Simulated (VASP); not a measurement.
# A VASP study of TiTe2 (PBE): structure first, properties next

What structure and properties does PBE give TiTe2, and how near are they to the measured ones? The steps: relaxing cell and atoms (PBE), second relaxation, density, ELF and potential (PBE), bands along the symmetry lines (PBE), density of states (PBE), vibrations at Γ (PBE), volume scan with PBE and fit for PBE. The start is a cell from a database of measured crystal structures.

Calculated with VASP 6.6.1; PBE, no spin polarisation; plane waves and PAW (Ti_sv, Te).

**Measured values to reproduce.**

“Switching of the topologically trivial and non-trivial quantum phase transitions in compressed 1T-TiTe2: Experiments and Theory” (2017, arxiv:1709.00815) quotes from earlier work for TiTe2, 1T, CdI2-type trigonal (single crystal): Raman mode (Eg, earlier experiment (Ref. 34)) 102 cm⁻¹ [literature value quoted from Ref. 34, single crystal]; Raman mode (A1g, earlier experiment (Ref. 34)) 145 cm⁻¹ [literature value quoted from Ref. 34, single crystal].

This is a report of a sequence of runs, with most program output left out.

**1. The structure**

Before any relaxation, the start is as follows. The structure is trigonal, space group P-3m1 (No. 164). The conventional cell has a = 3.777 Å, b = 3.777 Å, c = 6.498 Å, α = 90.00°, β = 90.00°, γ = 120.00°. Nearest to Ti lie 6 Te at 2.77 Å. Te has 3 Ti at 2.77 Å nearest. Farther neighbours and most contacts between anions are not listed.

**2. Relaxing cell and atoms (PBE)**

The start need not lie at this functional's minimum. ISIF = 3 frees volume, shape and positions, and EDIFFG sets the threshold on forces and stress at which the search stops. PBE, the usual starting point, adds the gradient of the density.

INCAR reads:

```
SYSTEM = TiTe2
PREC = Accurate
ENCUT = 400
EDIFF = 1E-06
NELM = 100
ISMEAR = 0
SIGMA = 0.05
LREAL = .FALSE.
ALGO = Normal
GGA = PE
NBANDS = 18
LASPH = .TRUE.
LORBIT = 11
LWAVE = .FALSE.
LCHARG = .FALSE.
KPAR = 2
IBRION = 2
NSW = 60
ISIF = 3
EDIFFG = -0.01
```

POSCAR reads:

```
TiTe2
1.0
    3.7770000000      0.0000000000      0.0000000000
   -1.8885000000      3.2709779501      0.0000000000
    0.0000000000      0.0000000000      6.4980000000
Ti Te
1 2
Direct
    0.0000000000      0.0000000000      0.0000000000
    0.6666666667      0.3333333333      0.2628000000
    0.3333333333      0.6666666667      0.7372000000
```

KPOINTS reads:

```
Automatic mesh
0
Gamma
7 7 4
0 0 0
```

Potentials, in the order of the species: Ti_sv and Te (PBE family, release 64).

The run is started by

```sh
$ mpirun -np 2 vasp_std
```

The job ended after 51 s (2 MPI ranks of Intel Xeon 6975P-C (Granite Rapids), shared host; peak memory 0.37 GiB; 99 s of CPU time).

This run has no spin polarisation, although Ti can carry a moment. The k-mesh is coarse for a metal. The bonds form layers, held to each other by dispersion, which PBE lacks, so the spacing between them is unreliable. The run keeps the 12 symmetry operations of its start, so it cannot find a distortion of lower symmetry.

Relaxation path:

| step | energy less that of the first step (eV) | largest force (eV/Å) | pressure (GPa) | volume (Å³) |
| --- | --- | --- | --- | --- |
| 1 | 0.0000 | 0.0129 | 0.75 | 80.28 |
| 2 | -0.0018 | 0.1610 | -0.37 | 81.74 |
| 3 | -0.0023 | 0.1134 | -0.02 | 81.26 |
| 4 | -0.0034 | 0.0903 | -0.01 | 81.48 |
| 5 | -0.0053 | 0.0219 | 0.00 | 82.12 |
| 6 | -0.0037 | 0.1101 | 0.05 | 83.43 |
| 7 | -0.0056 | 0.0182 | 0.00 | 82.50 |
| 8 | -0.0064 | 0.0007 | -0.03 | 82.77 |
| 9 | -0.0064 | 0.0068 | -0.04 | 82.85 |

| conventional cell, symmetrised | before | after | change |
| --- | --- | --- | --- |
| a (Å) | 3.777 | 3.795 | +0.5 % |
| b (Å) | 3.777 | 3.795 | +0.5 % |
| c (Å) | 6.498 | 6.642 | +2.2 % |
| volume (Å³/atom) | 26.76 | 27.62 | +3.2 % |

The atoms that moved most (Å, as changes of fractional coordinates times the final cell):

| atom | dx | dy | dz | length |
| --- | --- | --- | --- | --- |
| Te3 | 0.000 | 0.000 | 0.038 | 0.038 |
| Te2 | 0.000 | 0.000 | -0.038 | 0.038 |

The relaxed structure:

```xyz
3
Lattice="3.7951 0.0000 0.0000 -1.8975 3.2866 0.0000 0.0000 0.0000 6.6423" Properties=species:S:1:pos:R:3 pbc="T T T"
Ti    0.0000    0.0000    0.0000
Te    1.8975    1.0955    1.7077
Te    0.0000    2.1911    4.9347
```

This step gave:

```
electrons                       : 24
bands                           : 18
irreducible k-points            : 28
symmetry operations             : 12
free energy (TOTEN)             : -16.21 eV
energy at zero smearing         : -16.21 eV
Fermi energy                    : 6.432 eV
pressure                        : -0.04075 GPa
metallic                        : yes
SCF cycles over all ionic steps : 84
```

It ends with a largest force of 0.007 eV/Å and a pressure of -0.04 GPa. The volume lies +3.2 % from that of the database's start.

**3. Second relaxation**

A relaxation keeps the plane waves of the cell it began with, so it is repeated from the new cell, on a basis made for it.

INCAR is that of step 2.

POSCAR reads:

```
TiTe2
1.0
    3.7950809410      0.0000000000      0.0000000000
   -1.8975404705      3.2866365043      0.0000000000
    0.0000000000      0.0000000000      6.6423260714
Ti Te
1 2
Direct
    0.0000000000      0.0000000000      0.0000000000
    0.6666666667      0.3333333333      0.2570883754
    0.3333333333      0.6666666667      0.7429116246
```

KPOINTS is that of step 2.

The run is started by

```sh
$ mpirun -np 2 vasp_std
```

The job ended after 21 s (2 MPI ranks; peak memory 0.38 GiB).

Little changed from the start: no atom moved by 0.005 Å and no cell edge by 0.1 %.

This step gave:

| Item | Value |
| --- | --- |
| free energy (TOTEN) | -16.22 eV |
| energy at zero smearing | -16.22 eV |
| Fermi energy | 6.444 eV |
| pressure | 0.03936 GPa |
| SCF cycles over all ionic steps | 31 |

It ends with a largest force of 0.003 eV/Å and a pressure of 0.04 GPa. The volume moved by only 0.12 %, so the volume is settled.

**4. Density, ELF and potential (PBE)**

The relaxed cell gets a fresh self-consistent run, on a basis set for its own volume, to fix the density and to check the remaining stress.

INCAR: that of step 3 with these lines changed.

```diff
@@ -14,7 +14,5 @@
 LWAVE = .FALSE.
-LCHARG = .FALSE.
-KPAR = 2
-IBRION = 2
-NSW = 60
-ISIF = 3
-EDIFFG = -0.01
+LCHARG = .TRUE.
+ISIF = 2
+LELF = .TRUE.
+LVHAR = .TRUE.
```

POSCAR reads:

```
TiTe2
1.0
    3.7936548783      0.0000000000      0.0000000000
   -1.8968274391      3.2854014977      0.0000000000
    0.0000000000      0.0000000000      6.6396622568
Ti Te
1 2
Direct
    0.0000000000      0.0000000000      0.0000000000
    0.6666666667      0.3333333333      0.2570798756
    0.3333333333      0.6666666667      0.7429201244
```

KPOINTS is that of step 3.

The run is started by

```sh
$ mpirun -np 2 vasp_std
```

Run time: 9.8 s. Hardware: 2 MPI ranks; peak memory 0.31 GiB; 17 s of CPU time.

Numbers from this step:

```
SCF cycles   : 14
Fermi energy : 6.446 eV
pressure     : -0.1194 GPa
```

Valence electrons inside each PAW sphere by angular momentum. Sphere charges, by row:

| atom | s (e) | p (e) | d (e) | tot (e) |
| --- | --- | --- | --- | --- |
| Ti1 | 2.165 | 6.12 | 1.858 | 10.14 |
| Te2 | 1.382 | 1.997 | 0.036 | 3.415 |
| Te3 | 1.382 | 1.997 | 0.036 | 3.415 |

Valence density in the ac plane at fractional y = 0.000, with atoms of Ti within 0.2 Å of it. It is the smooth field of the valence electrons, not physical close to the nuclei.

Ten steps, logarithmic in the rise over the least value, from '_' (0 e/Å³) to '@' (13 e/Å³), each cell a mean:
```
@@%%**--............::==##%%
####++::............::--++##
====--::::::::::::..::::--==
::::..::::::::::::::::....::
........::::::::::::::......
__......::::::::::::::......
____....::::::::::::......__
______....::::::::......____
________..............______
__________..........________
____________________________
____________________________
____________________________
____________......__________
________..............______
______......::::::......____
____......::::::::::....____
__......::::::::::::::......
........::::::::::::::......
........::::::::::::::......
----::::::::::::::::::::::--
****==::............::--++**
@@%%**--............::==##%%
@@@@##--::..........::++##@@
```
Columns run along a (3.8 Å), rows up along c (6.6 Å). Atoms in or near the plane, at fractional coordinates: Ti at (0.00, 0.00).

Electrostatic potential energy in the ac plane at fractional y = 0.000, with atoms of Ti within 0.2 Å of it. With pseudopotentials it is smooth inside the atoms' cores, unlike the true potential.

Ten even steps from '0' (-59 eV) to '9' (4 eV), each cell a mean:
```
00268999998510
11478999998631
45789999999865
88899988899988
99999888889999
99999888889999
99999888889999
99999988899999
99999999999999
99999999999999
99999999999999
99999999999999
99999999999999
99999999999999
99999999999999
99999988899999
99999888889999
99999888889999
99999888889999
88899988899988
56789999999876
23588999998742
00268999998510
00158999998410
```
Columns run along a (3.8 Å; values clipped at the 3rd and 97th percentile), rows up along c (6.6 Å). Atoms in or near the plane, at fractional coordinates: Ti at (0.00, 0.00).

ELF in the ac plane at fractional y = 0.000, with atoms of Ti within 0.2 Å of it. It is the smooth field of the valence electrons, not physical close to the nuclei.

Ten even steps from '0' (0.01) to '9' (0.96), each cell a mean:
```
98521133311268
65311355431245
22123666653112
00136777775210
01257788876421
11367888887531
11357888876421
01246788876311
00135677765210
00013456543100
00001222211000
00000011100000
00001112110000
00012344432100
00134677764210
01246788876310
11257888876421
11357888887531
01357888877521
00146777776310
11124677764111
54312455532234
97521234311258
99620123210379
```
Columns run along a (3.8 Å), rows up along c (6.6 Å). Atoms in or near the plane, at fractional coordinates: Ti at (0.00, 0.00).

In this run the pressure is -0.12 GPa, small enough to go on.

**5. Bands along the symmetry lines (PBE)**

The mesh alone shows little of the dispersion and can miss band extrema, so KPOINTS_OPT adds a path through the symmetry points after the self-consistent cycle.

INCAR reads:

```
SYSTEM = TiTe2
PREC = Accurate
ENCUT = 400
EDIFF = 1E-06
NELM = 100
ISMEAR = 0
SIGMA = 0.05
LREAL = .FALSE.
ALGO = Normal
GGA = PE
NBANDS = 25
LASPH = .TRUE.
LORBIT = 11
LWAVE = .FALSE.
LCHARG = .FALSE.
KPAR = 2
```

POSCAR is that of step 4.

KPOINTS is that of step 4.

KPOINTS_OPT reads:

```
Line mode
16
Line-mode
Reciprocal
  0.00000000   0.00000000   0.00000000 GAMMA
  0.50000000   0.00000000   0.00000000 M

  0.50000000   0.00000000   0.00000000 M
  0.33333333   0.33333333   0.00000000 K

  0.33333333   0.33333333   0.00000000 K
  0.00000000   0.00000000   0.00000000 GAMMA

  0.00000000   0.00000000   0.00000000 GAMMA
  0.00000000   0.00000000   0.50000000 A

  0.00000000   0.00000000   0.50000000 A
  0.50000000   0.00000000   0.50000000 L

  0.50000000   0.00000000   0.50000000 L
  0.33333333   0.33333333   0.50000000 H

  0.33333333   0.33333333   0.50000000 H
  0.00000000   0.00000000   0.50000000 A

  0.50000000   0.00000000   0.50000000 L
  0.50000000   0.00000000   0.00000000 M

  0.33333333   0.33333333   0.00000000 K
  0.33333333   0.33333333   0.50000000 H
```

The run is started by

```sh
$ mpirun -np 2 vasp_std
```

Run time: 35 s. Hardware: 2 MPI ranks; peak memory 0.41 GiB.

Spin-orbit coupling is off here; with elements this heavy it splits and shifts levels by tenths of an eV or more.

This step gave:

```
SCF cycles   : 16
bands        : 25
Fermi energy : 6.444 eV
pressure     : 0.02141 GPa
```

The electronic bands at the labelled points (eV, zero at the Fermi level; # counts the bands kept):

| point | #3 | #4 | #5 | #6 | #7 | #8 | #9 | #10 |
| --- | --- | --- | --- | --- | --- | --- | --- | --- |
| Γ | -1.66 | 0.37 | 0.38 | 0.39 | 0.39 | 1.04 | 1.04 | 3.10 |
| 0.47 of the way | -2.15 | -1.62 | -0.56 | -0.41 | 0.22 | 1.15 | 1.27 | 2.77 |
| M | -2.56 | -2.34 | -1.75 | -1.05 | 0.04 | 1.13 | 1.45 | 2.44 |
| 0.53 of the way | -2.60 | -2.54 | -2.19 | -2.00 | 0.80 | 1.20 | 1.39 | 2.29 |
| K | -3.57 | -2.37 | -2.26 | -2.26 | 0.96 | 1.39 | 1.39 | 2.06 |
| 0.53 of the way | -2.50 | -1.81 | -1.32 | -0.51 | 0.41 | 1.27 | 1.39 | 2.25 |
| Γ | -1.66 | 0.37 | 0.38 | 0.39 | 0.39 | 1.04 | 1.04 | 3.10 |
| 0.47 of the way | -1.63 | -0.94 | 0.39 | 0.39 | 0.88 | 0.93 | 0.93 | 3.25 |
| A | -1.60 | -1.60 | 0.39 | 0.39 | 0.80 | 0.80 | 0.98 | 3.44 |
| 0.53 of the way | -2.26 | -1.67 | -1.40 | -0.60 | 0.22 | 1.38 | 1.51 | 2.24 |
| L | -2.36 | -1.96 | -1.06 | -0.64 | -0.23 | 1.13 | 1.43 | 2.66 |
| 0.53 of the way | -2.63 | -2.49 | -1.76 | -1.39 | 0.46 | 1.17 | 1.28 | 2.37 |
| H | -3.67 | -3.06 | -1.71 | -1.71 | 0.96 | 1.01 | 1.01 | 2.89 |
| 0.53 of the way | -2.19 | -1.62 | -1.44 | -1.25 | 0.62 | 1.08 | 1.67 | 2.25 |
| A | -1.60 | -1.60 | 0.39 | 0.39 | 0.80 | 0.80 | 0.98 | 3.44 |
| jump to L | -2.36 | -1.96 | -1.06 | -0.64 | -0.23 | 1.13 | 1.43 | 2.66 |
| 0.47 of the way | -2.49 | -1.88 | -1.61 | -0.81 | -0.05 | 1.13 | 1.44 | 2.85 |
| M | -2.56 | -2.34 | -1.75 | -1.05 | 0.04 | 1.13 | 1.45 | 2.44 |
| jump to K | -3.57 | -2.37 | -2.26 | -2.26 | 0.96 | 1.39 | 1.39 | 2.06 |
| 0.47 of the way | -3.75 | -2.63 | -2.00 | -2.00 | 0.96 | 1.19 | 1.19 | 2.42 |
| H | -3.67 | -3.06 | -1.71 | -1.71 | 0.96 | 1.01 | 1.01 | 2.89 |

Of the projections kept (Ti, Te), the largest for each band there; the rest of the weight can lie on other orbitals:

| point | #3 | #4 | #5 | #6 | #7 | #8 | #9 | #10 |
| --- | --- | --- | --- | --- | --- | --- | --- | --- |
| Γ | Ti 0.61 | Ti 0.94 | Te 0.97 | Ti 0.98 | Ti 0.98 | Te 0.97 | Te 0.97 | Ti 0.53 |
| M | Te 0.91 | Te 0.56 | Ti 0.55 | Te 0.93 | Ti 0.84 | Ti 1.00 | Ti 0.97 | Ti 0.86 |
| K | Te 0.71 | Te 0.89 | Te 0.71 | Te 0.71 | Ti 0.97 | Ti 0.89 | Ti 0.89 | Ti 0.87 |
| Γ | Ti 0.61 | Ti 0.94 | Te 0.97 | Ti 0.98 | Ti 0.98 | Te 0.97 | Te 0.97 | Ti 0.53 |
| A | Ti 0.63 | Ti 0.63 | Ti 0.98 | Ti 0.98 | Te 0.97 | Te 0.97 | Ti 0.85 | Ti 0.52 |
| L | Te 0.58 | Ti 0.50 | Te 0.92 | Te 0.92 | Ti 0.91 | Ti 1.00 | Ti 0.98 | Ti 0.70 |

There is no gap at this level.

**6. Density of states (PBE)**

Here the states are counted by energy and projected on the atoms. The mesh is finer than in the run before.

INCAR: that of step 5 with these lines changed.

```diff
@@ -5,3 +5,3 @@
 NELM = 100
-ISMEAR = 0
+ISMEAR = -5
 SIGMA = 0.05
@@ -16 +16,2 @@
 KPAR = 2
+NEDOS = 2001
```

POSCAR is that of step 5.

KPOINTS reads:

```
Automatic mesh
0
Gamma
10 10 5
0 0 0
```

The run is started by

```sh
$ mpirun -np 2 vasp_std
```

Elapsed: 23 s, on 2 MPI ranks; peak memory 0.43 GiB.

With tetrahedra the forces and stress of a metal are not exact derivatives of the energy.

This step gave:

* SCF cycles: 18
* irreducible k-points: 58
* free energy (TOTEN): -16.21 eV
* Fermi energy: 6.497 eV
* pressure: 0.1234 GPa
* DOS at the Fermi level: 1.422 states/eV/cell

The density of states has structure finer than the step of the table below, so its rows give means over 1 eV, whole bins alone (the curve runs from -12.0 to 3.98 eV). Peaks (eV: height): total -10.5: 6.92, -1.7: 6.30, 1.1: 10.5, 1.3: 8.76; Ti d 0.4: 2.68, 1.1: 7.22, 1.3: 6.31, 3.0: 2.23; Te p -4.0: 1.26, -2.5: 1.26, -1.7: 2.03, 1.1: 1.14; Te s -10.5: 4.74; Ti p -4.0: 0.0755, -2.6: 0.076, -1.7: 0.0719, -1.4: 0.0692.

States under -12.0 eV and over 4.0 eV are left out. Density of states against energy, zero at the Fermi level; means over each step; values in states/eV/cell:

| energy (eV) | total | Ti d | Te p | Te s | Ti p | Ti s | Te d |
| --- | --- | --- | --- | --- | --- | --- | --- |
| -11 | 2.55 | 0.0237 | 0.0130 | 1.66 | 0.0227 | 0.0143 | 5.2e-4 |
| -10 | 0.988 | 0.0170 | 0.00372 | 0.680 | 0.00766 | 0.00125 | 1.7e-4 |
| -9 | 0 | 0 | 0 | 0 | 0 | 0 | 0 |
| -8 | 0 | 0 | 0 | 0 | 0 | 0 | 0 |
| -7 | 0 | 0 | 0 | 0 | 0 | 0 | 0 |
| -6 | 0 | 0 | 0 | 0 | 0 | 0 | 0 |
| -5 | 0.493 | 0.0233 | 0.148 | 0.00608 | 0.00210 | 0.0242 | 0.00129 |
| -4 | 2.71 | 0.150 | 0.859 | 0.0532 | 0.0433 | 0.0682 | 0.00800 |
| -3 | 2.08 | 0.230 | 0.684 | 0.0340 | 0.0389 | 0.0283 | 0.0127 |
| -2 | 4.09 | 0.890 | 1.37 | 0.0392 | 0.0516 | 0.0172 | 0.0277 |
| -1 | 2.19 | 0.372 | 0.808 | 0.0235 | 0.0473 | 0.00666 | 0.0156 |
| 0 | 1.81 | 1.03 | 0.221 | 0.0134 | 0.0100 | 0.00827 | 0.0241 |
| 1 | 4.44 | 3.07 | 0.449 | 0.0160 | 0.0211 | 0.0208 | 0.0224 |
| 2 | 1.75 | 1.01 | 0.222 | 0.0284 | 0.00787 | 0.00901 | 0.0412 |
| 3 | 2.43 | 1.29 | 0.487 | 0.0301 | 0.00856 | 0.00992 | 0.0449 |

The finer mesh and the other smearing move the Fermi level by +0.05 eV from the 7×7×4 run, one measure of the sampling error in the zero of the bands above. Of the states within 0.3 eV of the Fermi level, the largest shares in the PAW spheres are Ti d 56 % and Te p 12 %. The rest lies in smaller channels or between the spheres.

**7. Vibrations at Γ (PBE)**

Zone-centre modes test whether the atoms sit at a minimum within this cell. IBRION = 8 takes the force constants from linear response, which needs tightly converged orbitals.

INCAR reads:

```
SYSTEM = TiTe2
PREC = Accurate
ENCUT = 400
EDIFF = 1E-08
NELM = 100
ISMEAR = 1
SIGMA = 0.2
LREAL = .FALSE.
ALGO = Normal
GGA = PE
NBANDS = 18
LASPH = .TRUE.
LORBIT = 11
LWAVE = .FALSE.
LCHARG = .FALSE.
KPAR = 2
IBRION = 8
ISIF = 2
```

POSCAR is that of step 6.

KPOINTS reads:

```
Automatic mesh
0
Gamma
12 12 6
0 0 0
```

The run is started by

```sh
$ mpirun -np 2 vasp_std
```

Wall time 8.5 min (2 MPI ranks); peak memory 2.2 GiB; 17 min of CPU time.

Energies printed during the response cycles are not total energies of the cell.

Numbers from this step:

| Property | Result |
| --- | --- |
| bands | 18 |
| irreducible k-points | 100 |
| pressure of the cell | 0.07410 GPa |
| largest force of the cell | 0.05260 eV/Å |
| Fermi energy | 6.482 eV |

Modes at Γ, with each element's share of the kinetic energy:

| mode | frequency (cm⁻¹) | symmetry | Ti % | Te % |
| --- | --- | --- | --- | --- |
| 1 | -0.2 | acoustic | 16 | 84 |
| 2 | -0.1 | acoustic | 16 | 84 |
| 3 | -0.1 | acoustic | 16 | 84 |
| 4 | 96.8 | Eg | 0 | 100 |
| 5 | 96.8 | Eg | 0 | 100 |
| 6 | 138.0 | A1g | 0 | 100 |
| 7 | 161.7 | Eu | 84 | 16 |
| 8 | 161.7 | Eu | 84 | 16 |
| 9 | 262.3 | A2u | 84 | 16 |

Displacements in mode 4 (96.8 cm⁻¹), the largest set to 1:
```
Ti1  0.00  0.00  0.00
Te2  0.24 -1.00  0.00
Te3 -0.24  1.00  0.00
```

Displacements in mode 7 (161.7 cm⁻¹), the largest set to 1:
```
Ti1  0.24 -1.00  0.00
Te2 -0.04  0.19  0.00
Te3 -0.04  0.19  0.00
```

The three acoustic modes lie within 0.2 cm⁻¹ of zero, and all others are real. By the characters of their eigenvectors the optical modes sort into (cm⁻¹) Raman active: Eg 97, A1g 138; infrared active: Eu 162, A2u 262. With a centre of inversion no mode is active in both.

**8. Volume scan with PBE, volume scale 0.94**

An equation of state needs energies on both sides of the minimum, all on one mesh and cutoff.

INCAR reads:

```
SYSTEM = TiTe2
PREC = Accurate
ENCUT = 400
EDIFF = 1E-06
NELM = 100
ISMEAR = 0
SIGMA = 0.05
LREAL = .FALSE.
ALGO = Normal
GGA = PE
NBANDS = 18
LASPH = .TRUE.
LORBIT = 11
LWAVE = .FALSE.
LCHARG = .FALSE.
KPAR = 2
ISIF = 2
```

POSCAR reads:

```
TiTe2
1.0
    3.7162116200      0.0000000000      0.0000000000
   -1.8581058100      3.2183336687      0.0000000000
    0.0000000000      0.0000000000      6.5041209133
Ti Te
1 2
Direct
    0.0000000000      0.0000000000      0.0000000000
    0.6666666667      0.3333333333      0.2570798756
    0.3333333333      0.6666666667      0.7429201244
```

KPOINTS reads:

```
Automatic mesh
0
Gamma
7 7 4
0 0 0
```

The run is started by

```sh
$ mpirun -np 2 vasp_std
```

It took 7 s on 2 MPI ranks; peak memory 0.32 GiB.

The scan keeps the cell's shape and the fractional positions fixed.

This step gave:

- SCF cycles: 16
- irreducible k-points: 28
- free energy (TOTEN): -16.15 eV
- energy at zero smearing: -16.15 eV
- Fermi energy: 7.143 eV
- pressure: 4.320 GPa

Force by atom:

| atom | x (eV/Å) | y (eV/Å) | z (eV/Å) | size |
| --- | --- | --- | --- | --- |
| Ti1 | 0.000 | 0.000 | 0.000 | 0.000 |
| Te2 | 0.000 | 0.000 | 0.576 | 0.576 |
| Te3 | 0.000 | 0.000 | -0.576 | 0.576 |

The pressure here is 4.32 GPa.

**9. Volume scan with PBE, volume scale 0.96**

INCAR is that of step 8.

POSCAR reads:

```
TiTe2
1.0
    3.7423829867      0.0000000000      0.0000000000
   -1.8711914933      3.2409987371      0.0000000000
    0.0000000000      0.0000000000      6.5499260909
Ti Te
1 2
Direct
    0.0000000000      0.0000000000      0.0000000000
    0.6666666667      0.3333333333      0.2570798756
    0.3333333333      0.6666666667      0.7429201244
```

KPOINTS is that of step 8.

The run is started by

```sh
$ mpirun -np 2 vasp_std
```

The job ended after 7.6 s (2 MPI ranks; peak memory 0.33 GiB; 13 s of CPU time).

This step gave:

```yaml
free_energy_toten: -16.19 eV
energy_at_zero_smearing: -16.18 eV
fermi_energy: 6.902 eV
pressure: 2.737 GPa
```

Force by atom:

| atom | x (eV/Å) | y (eV/Å) | z (eV/Å) | size |
| --- | --- | --- | --- | --- |
| Ti1 | 0.000 | 0.000 | 0.000 | 0.000 |
| Te2 | 0.000 | 0.000 | 0.370 | 0.370 |
| Te3 | 0.000 | 0.000 | -0.370 | 0.370 |

The pressure falls from 4.32 to 2.74 GPa.

The run ends at a pressure of 2.74 GPa, with forces up to 0.37 eV/Å.

**10. Volume scan with PBE, volume scale 0.98**

INCAR is that of step 9.

POSCAR reads:

```
TiTe2
1.0
    3.7681933401      0.0000000000      0.0000000000
   -1.8840966700      3.2633511588      0.0000000000
    0.0000000000      0.0000000000      6.5950994224
Ti Te
1 2
Direct
    0.0000000000      0.0000000000      0.0000000000
    0.6666666667      0.3333333333      0.2570798756
    0.3333333333      0.6666666667      0.7429201244
```

KPOINTS is that of step 9.

The run is started by

```sh
$ mpirun -np 2 vasp_std
```

Elapsed: 9.8 s, on 2 MPI ranks; peak memory 0.37 GiB; 17 s of CPU time.

The pressure falls from 2.74 to 1.31 GPa.

The run ends at a pressure of 1.31 GPa, with forces up to 0.18 eV/Å.

(Part 1 of 2 ends here.)

[Lines on the potential files, build, host, timing and source positions are cut from VASP's logs without a mark.]

[Logs are printed without paths, hosts, clocks, repeated set-up lines and the standing remarks that a program may print on its own settings, such as how far it seeks lower states.]

[Hosts, paths, dates, database ids (printed as entryN), source tags and the programs' standing remarks are cut or masked in the printed files.]

[A measured line is paired with the nearest computed mode of its activity, which favours agreement.]
